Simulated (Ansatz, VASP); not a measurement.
# WS2 in two plane-wave programs, part 2 of 2

Wanted: the spread between two codes on one cell, functional and k mesh. The structure shown is the end of the Ansatz relaxation below.

VASP 6.6.1 and Ansatz 0.2.0.

So far: The starting structure; Ansatz: relaxation, r2SCAN with D3(BJ).

### Step 3. VASP: single point, r2SCAN with D3(BJ)

Level of this step: r2SCAN with D3(BJ), no spin polarisation; plane waves and PAW (S, W) (VASP).

The same cell, functional, mesh and smearing now go to VASP, with its own data sets.

Lines of VASP's logs that name or quote its potential files are left out, and so is its time.

File INCAR:

```
SYSTEM = WS2
PREC = Accurate
ENCUT = 660
EDIFF = 1E-06
NELM = 120
ISMEAR = -1
SIGMA = 0.02
LREAL = .FALSE.
ALGO = Normal
METAGGA = R2SCAN
IVDW = 12
VDW_S6 = 1
VDW_S8 = 0.78981345
VDW_A1 = 0.49484001
VDW_A2 = 5.73083694
LASPH = .TRUE.
NBANDS = 24
LORBIT = 11
LWAVE = .FALSE.
LCHARG = .FALSE.
ISIF = 2
GGA_COMPAT = .FALSE.
EFERMI = MIDGAP
LMIXTAU = .TRUE.
KPAR = 2
```

File POSCAR:

```
WS2
1.0
    3.1695803209      0.0000000000      0.0000000000
   -1.5847901605      2.7449370773      0.0000000000
    0.0000000000      0.0000000000     25.3038650000
S W
4 2
Direct
    0.3333333333      0.6666666667      0.6845834480
    0.3333333333      0.6666666667      0.5612044089
    0.6666666667      0.3333333333      0.4387955911
    0.6666666667      0.3333333333      0.3154165520
    0.6666666667      0.3333333333      0.6228847357
    0.3333333333      0.6666666667      0.3771152643
```

File KPOINTS:

```
Automatic mesh
0
Gamma
12 12 1
0 0 0
```

The projector-augmented-wave data sets are S and W (PBE family, release 64).

Started as:

```sh
mpirun -np 2 vasp_std
```

Numbers of over 12 decimals in the logs are rounded to 6 here.

The log of the run:

```text
[banner, memory and clock lines left out]
running    2 mpi-ranks, on    1 nodes
 distrk:  each k-point on    1 cores,    2 groups
 distr:  one band on    1 cores,    1 groups

 POSCAR found type information on POSCAR S W
 POSCAR found :  2 types and       6 ions
|                                                                             |
|               ----> ADVICE to this user running VASP <----                  |
|                                                                             |
|     You enforced a specific xc type in the INCAR file but a different       |
|     [... a line on the potential file left out ...]
|     I HOPE YOU KNOW WHAT YOU ARE DOING!                                     |
|                                                                             |

 LDA part: xc-table for (None), standard interpolation
 POSCAR, INCAR and KPOINTS ok, starting setup
 FFT: planning ... GRIDC
 FFT: planning ... GRID_SOFT
 FFT: planning ... GRID
 WAVECAR not read
 entering main loop
       N       E                     dE             d eps       ncg     rms          rms(c)
DAV:   1     0.192132318807E+03    0.19213E+03   -0.16326E+04   912   0.148E+03
DAV:   2    -0.116194415483E+03   -0.30833E+03   -0.29946E+03  1376   0.278E+02
DAV:   3    -0.146305477227E+03   -0.30111E+02   -0.29881E+02  1216   0.912E+01
DAV:   4    -0.147085611415E+03   -0.78013E+00   -0.77759E+00  1272   0.167E+01
DAV:   5    -0.147109763308E+03   -0.24152E-01   -0.24136E-01  1224   0.279E+00    0.368E+01
DAV:   6    -0.146474068756E+03    0.63569E+00   -0.11727E+01  1280   0.177E+01    0.199E+01
DAV:   7    -0.143650868869E+03    0.28232E+01   -0.48031E+00  1232   0.134E+01    0.965E+00
DAV:   8    -0.144047666692E+03   -0.39680E+00   -0.70407E-01  1304   0.582E+00    0.900E-01
DAV:   9    -0.143690433534E+03    0.35723E+00   -0.11970E-01  1264   0.213E+00    0.651E-01
DAV:  10    -0.143545073748E+03    0.14536E+00   -0.15672E-02  1216   0.977E-01    0.629E-01
DAV:  11    -0.142829795320E+03    0.71528E+00   -0.21469E-02  1016   0.117E+00    0.300E-01
DAV:  12    -0.142652347948E+03    0.17745E+00   -0.11284E-02   984   0.108E+00    0.134E-01
DAV:  13    -0.142201301205E+03    0.45105E+00   -0.87420E-03   968   0.779E-01    0.868E-02
DAV:  14    -0.142151539091E+03    0.49762E-01   -0.35113E-04  1320   0.148E-01    0.570E-02
[...]
DAV:  73    -0.140303752446E+03    0.10628E-02   -0.18118E-03   912   0.351E-01    0.351E-02
DAV:  74    -0.140303322152E+03    0.43029E-03   -0.15485E-04  1032   0.114E-01    0.381E-02
DAV:  75    -0.140303148566E+03    0.17359E-03   -0.24142E-05  1160   0.534E-02    0.255E-02
DAV:  76    -0.140301757567E+03    0.13910E-02   -0.20685E-04   912   0.128E-01    0.282E-02
DAV:  77    -0.140302128024E+03   -0.37046E-03   -0.16242E-05   928   0.392E-02    0.223E-02
DAV:  78    -0.140302913555E+03   -0.78553E-03   -0.55965E-05   936   0.698E-02    0.161E-02
DAV:  79    -0.140303831240E+03   -0.91768E-03   -0.17983E-04   920   0.115E-01    0.102E-02
DAV:  80    -0.140303831396E+03   -0.15655E-06   -0.49451E-06  1128   0.215E-02
   1 F= -.14126515E+03 E0= -.14126515E+03  d E =-.955190E-18
```

From OUTCAR (step 3):

```text
ion  position               nearest neighbor table
   1  0.333  0.667  0.685-   5 2.41   5 2.41   5 2.41
   2  0.333  0.667  0.561-   5 2.41   5 2.41   5 2.41
   3  0.667  0.333  0.439-   6 2.41   6 2.41   6 2.41
   4  0.667  0.333  0.315-   6 2.41   6 2.41   6 2.41
   5  0.667  0.333  0.623-   2 2.41   2 2.41   2 2.41   1 2.41   1 2.41   1 2.41
   6  0.333  0.667  0.377-   3 2.41   3 2.41   3 2.41   4 2.41   4 2.41   4 2.41

  LATTYP: Found a hexagonal cell.
 ALAT       =     3.1695803209
 C/A-ratio  =     7.9833487207

 Subroutine GETGRP returns: Found 12 space group operations
 (whereof 12 operations were pure point group operations)

The static configuration has the point symmetry D_3d.

 Found     19 irreducible k-points:

   k-points           NKPTS =     19   k-points in BZ     NKDIM =     19   number of bands    NBANDS=     24

   dimension x,y,z NGX =    28 NGY =   28 NGZ =  216
   dimension x,y,z NGXF=    56 NGYF=   56 NGZF=  432

   ENCUT  =  660.0 eV  48.51 Ry    6.96 a.u.   6.64  6.64 53.00*2*pi/ulx,y,z

   NELECT =      36.0000    total number of electrons

 k-points in reciprocal lattice and weights: Automatic mesh
   0.00000000  0.00000000  0.00000000       0.007
   0.08333333 -0.00000000  0.00000000       0.042
   0.16666667 -0.00000000  0.00000000       0.042
   0.25000000 -0.00000000  0.00000000       0.042
   0.33333333 -0.00000000  0.00000000       0.042
   0.41666667 -0.00000000  0.00000000       0.042
   0.50000000 -0.00000000  0.00000000       0.021
   0.08333333  0.08333333  0.00000000       0.042
   0.16666667  0.08333333  0.00000000       0.083
[...]
0.33333333  0.25000000  0.00000000       0.083
   0.33333333  0.33333333  0.00000000       0.014

 average (electrostatic) potential at core
       1 -94.7096       2 -94.7185       3 -94.7185       4 -94.7096       5 -51.6401
       6 -51.6401

 E-fermi :   0.8349

 k-point     1 :       0.0000    0.0000    0.0000
  band No.  band energies     occupation
    ...
     14      -2.0904      2.00000
     15      -2.0904      2.00000
     16      -2.0564      2.00000
     17      -0.5785      2.00000
     18       0.0650      2.00000
     19       2.7428      0.00000
     20       2.7428      0.00000
     21       2.7535      0.00000
     22       2.7535      0.00000
     23       2.8663      0.00000
    ...

 k-point     2 :       0.0833   -0.0000    0.0000
  band No.  band energies     occupation
    ...
     14      -2.2763      2.00000
     15      -1.9977      2.00000
     16      -1.6540      2.00000
     17      -0.6122      2.00000
     18      -0.0931      2.00000
     19       2.6316      0.00000
     20       2.6638      0.00000
     21       2.6652      0.00000
     22       2.7248      0.00000
     23       2.7407      0.00000
    ...

 k-point     3 :       0.1667   -0.0000    0.0000
  band No.  band energies     occupation
    ...
     14      -2.7123      2.00000
     15      -2.0235      2.00000
     16      -1.6228      2.00000
     17      -0.8105      2.00000
     18      -0.5901      2.00000
     19       2.1315      0.00000
     20       2.4171      0.00000
     21       2.4998      0.00000
     22       2.6065      0.00000
     23       2.6796      0.00000
    ...

 Edisp (eV)   -0.96132

  Total      -0.59619    -0.59619    -0.42616     0.00000    -0.00000    -0.00000
  in kB      -4.33881    -4.33881    -3.10142     0.00000    -0.00000    -0.00000
  external pressure =       -3.93 kB  Pullay stress =        0.00 kB

  energy-cutoff  :      660.00
  volume of cell :      220.15
      direct lattice vectors                 reciprocal lattice vectors
     3.169580321  0.000000000  0.000000000     0.315499182  0.182153538  0.000000000
    -1.584790161  2.744937077  0.000000000     0.000000000  0.364307076  0.000000000
     0.000000000  0.000000000 25.303865000     0.000000000  0.000000000  0.039519654

 POSITION                                       TOTAL-FORCE (eV/Angst)
 -----------------------------------------------------------------------------------
     -0.00000      1.82996     17.32261         0.000000      0.000000     -0.058708
     -0.00000      1.82996     14.20064        -0.000000     -0.000000      0.058790
      1.58479      0.91498     11.10322         0.000000      0.000000     -0.058790
      1.58479      0.91498      7.98126        -0.000000      0.000000      0.058708
      1.58479      0.91498     15.76139         0.000000      0.000000      0.000165
     -0.00000      1.82996      9.54247        -0.000000     -0.000000     -0.000165
 -----------------------------------------------------------------------------------
    total drift:                                0.000000     -0.000000     -0.000000

  FREE ENERGIE OF THE ION-ELECTRON SYSTEM (eV)
  ---------------------------------------------------
  free  energy   TOTEN  =      -141.2651513418 eV

  energy  without entropy=     -141.2651513418  energy(sigma->0) =     -141.26515134

 total charge
# of ion       s       p       d       tot
------------------------------------------
    1        1.350   2.388   0.000   3.738
    2        1.352   2.387   0.000   3.738
    3        1.352   2.387   0.000   3.738
    4        1.350   2.388   0.000   3.738
    5        0.546   0.722   4.259   5.527
    6        0.546   0.722   4.259   5.527
--------------------------------------------------
tot          6.495  10.993   8.519  26.008

[... 3 further parts left out ...]
```

This run has no spin polarisation, so a moment on W, if there is one, isn't seen. The PAW data sets were made with PBE, which is usual practice but a small mismatch for other functionals. The data set W keeps the semicore shell frozen, which is cheaper and a little less accurate.

### Step 4. Side by side

Known differences besides the potentials themselves: VASP keeps PBE cores, Ansatz makes them for the functional; the data sets hold 52 valence electrons in Ansatz (on its default PAW (the set named soft_2) files) and 36 in VASP; the cutoff is 500 eV in Ansatz and 660 eV in VASP; Ansatz's pressure holds a Pulay correction, VASP's none. Total energies have different zeros and are not compared.

Compared:

```tsv
quantity	Ansatz	VASP	difference
pressure (GPa)	-0.02	-0.39	+0.37
gap on the k mesh (eV)	1.520	1.540	-0.020
```

Forces (eV/Å; atoms numbered as in POSCAR):

```tsv
atom	Ansatz x, y, z	VASP x, y, z
S1	0.000, 0.000, 0.002	0.000, 0.000, -0.059
S2	0.000, 0.000, 0.001	0.000, 0.000, 0.059
S3	0.000, 0.000, -0.001	0.000, 0.000, -0.059
S4	0.000, 0.000, -0.002	0.000, 0.000, 0.059
W5	0.000, 0.000, -0.001	0.000, 0.000, 0.000
W6	0.000, 0.000, 0.001	0.000, 0.000, 0.000
```

The forces differ by 28 meV/Å r.m.s., where the r.m.s. force is 0.001 eV/Å in Ansatz and 0.028 eV/Å in VASP: the atoms lie near their places of rest in Ansatz, so a percentage would say little (all taken over all components). A gap on the mesh is an upper bound, since the band edges may lie between its points; neither run holds spin-orbit coupling, which can move the band edges of a compound of W. With vacuum in the cell, a pressure given here is an average over mostly empty space and none of the material.

### Step 5. Summary of results

| Item | Value |
| --- | --- |
| r.m.s. force difference (single point, r2SCAN with D3(BJ)) | 28 meV/Å |

In words: The r.m.s. force difference is 28 meV/Å (single point, r2SCAN with D3(BJ)), beyond the 12 meV/Å picked in this series as the mark of a large difference. The data sets hold unlike numbers of valence electrons (52 in Ansatz and 36 in VASP), so part of the differences comes from the potentials. What causes the difference of the single point, r2SCAN with D3(BJ) pair stays open here. 1 further run of this series is not shown here. Such differences can come from data sets, numerical settings and the points named under the comparisons, not from the functional's error against experiment.

[Lines on the potential files, build, host, timing and source positions are cut from VASP's logs without a mark.]

[Logs are printed without paths, hosts, clocks, repeated set-up lines and the standing remarks that a program may print on its own settings, such as how far it seeks lower states.]

[Hosts, paths, dates, database ids (printed as entryN), source tags and the programs' standing remarks are cut or masked in the printed files.]
